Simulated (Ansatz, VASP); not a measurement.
# BN: VASP beside Ansatz, part 3 of 3

One calculation is typed for both programs; each brings its own data sets. How far apart do they land? The cell is taken from a series of runs on this material, whose earlier steps may have relaxed, scaled, displaced or heated it; both programs get it as it stands.

VASP 6.6.1 and Ansatz 0.2.0.

So far: The structure; VASP: zone-centre phonons, LDA.

### 3. Ansatz: zone-centre phonons, LDA

Level of this step: Ansatz beside VASP: Kohn-Sham DFT, plane waves, LDA (Ansatz).

Ansatz runs on norm-conserving files, of PseudoDojo where its log says so.

The same cell, functional (in two slightly different forms) and mesh now go to Ansatz, which takes its cutoff from its data sets.

Input file input.yaml:

```yaml
crystal:
  lattice:
    - [2.4879195347, 0.0, 0.0]
    - [-1.2439597673, 2.1546015196, 0.0]
    - [0.0, 0.0, 6.4153558403]
  atoms:
    - { symbol: B, position: [0.3333333333, 0.6666666667, 0.25] }
    - { symbol: B, position: [0.6666666667, 0.3333333333, 0.75] }
    - { symbol: "N", position: [0.3333333333, 0.6666666667, 0.75] }
    - { symbol: "N", position: [0.6666666667, 0.3333333333, 0.25] }
kpoints:
  mp_grid: { grid: [9, 9, 4] }
hamiltonian:
  xc: lda
  pseudopotentials: { kind: nc, accuracy: standard }
scf:
  occupations: { method: fixed }
output:
  eigenvalues: true
phonons:
  method: dfpt
  dielectric: true
  rigid_motions: translations
```

Run with:

```
$ ansatz run input.yaml --threads 2 --pin off --max-ram 4096MiB --backend cpu --events-out ev --progress --plain --runs-dir out
```

What it wrote:

```text
Engine: ansatz 0.2.0, aarch64-unknown-linux-gnu
Pseudopotentials: kind: nc
Pseudopotential: B, nc, valence charge 3, recommended cutoff 1034.032677 eV (normal), B.nc.azcp (PseudoDojo's, or run here from an input of PseudoDojo's; its table is named by hamiltonian.pseudopotentials.accuracy)
Pseudopotential: N, nc, valence charge 5, recommended cutoff 1142.878222 eV (normal), N.nc.azcp (PseudoDojo's, or run here from an input of PseudoDojo's; its table is named by hamiltonian.pseudopotentials.accuracy)
Functional definition: SPW92
  exchange = slater_x
  correlation = pw_c
Crystal: 4 atoms, lattice volume = 34.389 Å³
Basis set: ecut = 1142.878222 eV, 3035 PW (Γ), exchange–correlation on 60×60×144 points (8 copies of the dense FFT grid, shifted against one another)
Bands: 12, of which v1, the nominal top of the filled ones, is band 8 counted from 1 (7 counted from 0)
Symmetry: 24 space group operations
k-points: 95 of 324 (irreducible under 2 space group operations, time reversal used)
Non-local potential: B, projectors of the file, l = 0: 2, l = 1: 2
Non-local potential: N, projectors of the file, l = 0: 2, l = 1: 2
Initial density: superposition of atomic densities (chi_scale 0.1, normalization cell, long waves kept (reshape's long-wave potential 0.01 eV rms))
Initial wavefunctions: pseudopotential atomic-orbital guess
Functional: x = slater, c = lda
SCF iter   1: F=—  HF=-733.519447 eV  |F-HF|=—  |Δ(HF+E_count)|=         —  Δρ=1.59e-1  dr2=8.22e0  ethr=3.10e-3  ⟨swp⟩=5.4  Hψ=6750  notcnv=0  defer=188
preconditioner: auto → none  [insulator: Δε(μ)=5.870 eV  Ē_g=17.239 eV  n_scr=4 (ndim 8)  ℏωp=25.3 eV  f_vac=0.000  ε∞_Penn≈3.2]
SCF iter   2: F=—  HF=-730.740777 eV  |F-HF|=—  |Δ(HF+E_count)|=    2.78e0  Δρ=6.94e-2  dr2=9.09e-1  ethr=3.10e-3  ⟨swp⟩=4.1  Hψ=3568  notcnv=0  defer=186
SCF iter   3: F=—  HF=-730.458276 eV  |F-HF|=—  |Δ(HF+E_count)|=   2.83e-1  Δρ=2.21e-2  dr2=9.79e-2  ethr=3.10e-3  ⟨swp⟩=3.3  Hψ=2660  notcnv=0  defer=190
SCF iter   4: F=—  HF=-730.430027 eV  |F-HF|=—  |Δ(HF+E_count)|=   2.82e-2  Δρ=8.16e-3  dr2=1.27e-2  ethr=6.12e-4  ⟨swp⟩=2.2  Hψ=1695  notcnv=0  defer=190
SCF iter   5: F=—  HF=-730.426610 eV  |F-HF|=—  |Δ(HF+E_count)|=   3.42e-3  Δρ=1.11e-3  dr2=2.39e-4  ethr=7.93e-5  ⟨swp⟩=3.4  Hψ=2132  notcnv=0  defer=190
SCF iter   6: F=—  HF=-730.426555 eV  |F-HF|=—  |Δ(HF+E_count)|=   5.56e-5  Δρ=1.23e-4  dr2=3.00e-6  ethr=1.49e-6  ⟨swp⟩=2.2  Hψ=1902  notcnv=0  defer=190
SCF iter   7: F=—  HF=-730.426555 eV  |F-HF|=—  |Δ(HF+E_count)|=   2.52e-8  Δρ=7.57e-6  dr2=7.17e-9  ethr=1.87e-8  ⟨swp⟩=2.3  Hψ=1868  notcnv=0  defer=162
SCF iter   8: F=—  HF=-730.426555 eV  |F-HF|=—  |Δ(HF+E_count)|=   5.26e-7  Δρ=8.53e-7  dr2=8.93e-11  ethr=1.00e-12  ⟨swp⟩=9.8  Hψ=10265  notcnv=0
SCF iter   9: F=-730.426555 eV  HF=-730.426555 eV  |F-HF|=7.96e-13  |Δ(HF+E_count)|=  2.50e-11  Δρ=8.03e-8  dr2=8.76e-13  ethr=1.00e-12  ⟨swp⟩=5.3  Hψ=6003  notcnv=0
SCF 1 converged in 9 iterations: F = -730.426555 eV  dr2 = 8.76e-13
NSCF: frozen V_eff on 4 k-points
DFPT response loops at Γ: preconditioner auto → Resta (q_TF=auto, 2.402 Å⁻¹)  ε∞=3.8 (no band partly filled); β = 1.00, the filter's whole step (`scf.mixing.beta` (0.50) is not read by the response loops at its default; to damp them type it under 1.00, their step now; it binds the ground state too); Broyden in place of MSR1
── the response to a field inside a basis, on 10×10×4 k-points: an SCF that follows is theirs, and a resumed run solves both again ──
Bands: 9, of which v1, the nominal top of the filled ones, is band 8 counted from 1 (7 counted from 0)
k-points: 60 of 400 (irreducible under 8 space group operations)
Initial density: handed on by an earlier stage of this run
Initial wavefunctions: pseudopotential atomic-orbital guess (no wavefunctions were taken with the density)
Eigensolver: Dense (60 Hₖ)
SCF iter   1: F=—  HF=-730.424307 eV  |F-HF|=—  |Δ(HF+E_count)|=         —  Δρ=6.52e-5  dr2=1.68e-7  ethr=1.00e-1
preconditioner: auto → none  [insulator: Δε(μ)=4.199 eV  Ē_g=13.163 eV  n_scr=4 (ndim 8)  ℏωp=25.3 eV  f_vac=0.006  ε∞_Penn≈4.7]
SCF iter   2: F=-730.424307 eV  HF=-730.424307 eV  |F-HF|=7.22e-8  |Δ(HF+E_count)|=   2.12e-7  Δρ=3.26e-5  dr2=3.96e-8  ethr=1.05e-9
SCF 1 converged in 2 iterations: F = -730.424307 eV  dr2 = 3.96e-8
DFPT response loops at Γ: mixed as the last ones told, above
SCF converged after 9 iterations
Free energy (F): -730.426555 eV
Harris-Foulkes:  -730.426555 eV  (|F-HF|=7.96e-13)
Internal energy: -730.426555 eV  (E = F + TS)
E sigma→0 (E₀):  -730.426555 eV
Fermi energy:    4.930738 eV
--- Per-component energies (eV) ---
  E_band       = -34.787082
  E_kinetic    = 514.129229
  E_local      = -634.828319  (includes V_loc(G=0)·N_el)
  E_nonlocal   = -64.134356
  E_hartree    = 208.787397
  E_xc         = -235.027525
  E_vxc        = -267.528444  (∫ρ·V_xc dr)
  E_ewald      = -519.352982
  E_smearing   = -0.000000  (= −TS)
  E_closure    = 0.000000  (closes the sum)
  Σ components = -730.426555   (vs F -730.426555, Δ=0.00e0)
--- Band table (eV; the first three rows and the last of 95) ---
  k-point 0: bands = [... 4 lower, 3.6098, 3.6098, 3.6608, 3.6608, 10.1671, 15.4452, 16.6155, 16.6155]
  k-point 1: bands = [... 4 lower, 3.6172, 3.6172, 3.6533, 3.6533, 10.9591, 14.6248, 16.6389, 16.6389]
  k-point 2: bands = [... 4 lower, 3.6352, 3.6352, 3.6352, 3.6352, 12.7803, 12.7803, 16.6964, 16.6964]
  k-point 94: bands = [... 4 lower, -0.3333, -0.3333, 3.0292, 3.0292, 11.3597, 11.3597, 16.6922, 16.6922]
--- Phonons (Γ-DFPT): 4 representative perturbations + reference, on 95 of 324 k-points (Σ response iterations 14) ---
  k mesh reduced under 2 symmetry operations, with k and −k counted as one. Each operation leaves every solved perturbation unchanged. A smaller set is not considered because the run solves the response to a homogeneous field
  ASR residual: 7.888e-5 → 0.000e0 eV/Å²; symmetrization residual: 2.951e-6 eV/Å²
  ASR residual per site (eV/Å²): 1.99e-5 1.99e-5 7.89e-5 7.89e-5
  Γ frequencies (cm⁻¹): 0.00 0.00 0.00 53.12 53.12 122.39 752.44 816.77 1388.47 1388.47 1388.50 1388.50
  ε∞ (high-frequency dielectric tensor):
        4.880674    -0.000000    -0.000000
       -0.000000     4.880674     0.000000
       -0.000000     0.000000     2.901567
  ε⁰ (static dielectric tensor: ions relaxed, cell fixed):
        6.651601    -0.000000     0.000000
       -0.000000     6.651601     0.000000
        0.000000     0.000000     3.491168
  ε⁰ − ε∞ (ionic part):
        1.770927     0.000000     0.000000
        0.000000     1.770927    -0.000000
        0.000000    -0.000000     0.589600
  softest optical mode at Γ: 53.12 cm⁻¹; the repairs (sum rule, projections) moved no ω² at Γ by more than (1.56 cm⁻¹)²
  Born effective charges Z* (e; rows j = field, columns β = displacement):
    site 0:
         2.69795   -0.00000    0.00000
        -0.00000    2.69795    0.00000
         0.00000    0.00000    0.84362
    site 1:
         2.69795   -0.00000    0.00000
        -0.00000    2.69795    0.00000
         0.00000    0.00000    0.84362
    site 2:
        -2.69795    0.00000   -0.00000
         0.00000   -2.69795   -0.00000
        -0.00000   -0.00000   -0.84362
    site 3:
        -2.69795    0.00000   -0.00000
         0.00000   -2.69795   -0.00000
        -0.00000   -0.00000   -0.84362
  Z* charge neutrality: 5.083e-4 e pre-enforcement
  solved inside a basis spanned on kpoints, on 10×10×4 k-points, its susceptibility summed on 16×16×6: ε∞ is read to err by 1.3e-2, Z* by 9.0e-3 e (field_mesh: kpoints solves on kpoints); Z* is corrected for what the basis lacks
  optical modes at Γ without the LO–TO term, one row a degenerate level:
      ω (cm⁻¹)  modes    IR ((D/Å)²/amu)
         53.12      2             0.0000
        122.39      1             0.0000
        752.44      1             5.3823
[...]
optical modes at Γ + LO–TO along q̂ = [1.0000, 0.0000, 0.0000]:
      ω (cm⁻¹)  modes    IR ((D/Å)²/amu)
[...]
optical modes at Γ + LO–TO along q̂ = [0.0000, 1.0000, 0.0000]:
      ω (cm⁻¹)  modes    IR ((D/Å)²/amu)
[...]
1388.50      2             0.0000
       1620.91      1            55.0476
  optical modes at Γ + LO–TO along q̂ = [0.0000, 0.0000, 1.0000]:
      ω (cm⁻¹)  modes    IR ((D/Å)²/amu)
         53.12      2             0.0000
        122.39      1             0.0000
        816.77      1             0.0000
        825.35      1             5.3823
       1388.47      2           110.0951
       1388.50      2             0.0000
```

### 4. Side by side

Known differences besides the potentials themselves: fixed occupations in Ansatz, narrow Gaussian smearing in VASP; VASP's response is taken on the typed mesh, Ansatz refines its own for the field response alone; the cutoff is 1142.88 eV in Ansatz and 600 eV in VASP; VASP's log shows a relativistic correction to its local exchange, Ansatz's none. Total energies have different zeros and are not compared.

The two programs side by side:

| quantity | Ansatz | VASP | difference |
| --- | --- | --- | --- |
| ε∞ xx | 4.88 | 4.94 | -1.16 % |
| ε∞ yy | 4.88 | 4.94 | -1.16 % |
| ε∞ zz | 2.90 | 2.92 | -0.61 % |
| Born charge of B1 (mean of the diagonal) (e) | 2.08 | 2.08 | 0.00 |
| Born charge of N3 (mean of the diagonal) (e) | -2.08 | -2.08 | 0.00 |
| optical mode 1 to 2 (cm⁻¹) | 53.1 | 51.5 | +3.21 % |
| optical mode 3 (cm⁻¹) | 122.4 | 119.6 | +2.34 % |
| optical mode 4 (cm⁻¹) | 752.4 | 748.3 | +0.55 % |
| optical mode 5 (cm⁻¹) | 816.8 | 811.6 | +0.64 % |
| optical mode 6 to 9 (cm⁻¹) | 1388.5 | 1384.3 | +0.30 % |

Modes are paired by rising frequency, not by their patterns, so a pair may set unlike modes beside each other; they are those without the splitting of longitudinal modes.

### 5. Results

```
r.m.s. difference of the optical zone-centre modes, each program's sorted by frequency (zone-centre phonons, LDA) : 3.7 cm⁻¹
difference in optical mode 1 to 2 (zone-centre phonons, LDA)                                                      : +3.2 %
```

**Reading.** The r.m.s. difference of the optical zone-centre modes, each program's sorted by frequency is 3.7 cm⁻¹ (zone-centre phonons, LDA). Among the rows given in per cent, the largest difference of the zone-centre phonons, LDA pair is in optical mode 1 to 2, +3.2 %. Such differences can come from data sets, numerical settings and the points named under the comparisons, not from the functional's error against experiment.

[Lines on the potential files, build, host, timing and source positions are cut from VASP's logs without a mark.]

[Logs are printed without paths, hosts, clocks, repeated set-up lines and the standing remarks that a program may print on its own settings, such as how far it seeks lower states.]

[Hosts, paths, dates, database ids (printed as entryN), source tags and the programs' standing remarks are cut or masked in the printed files.]
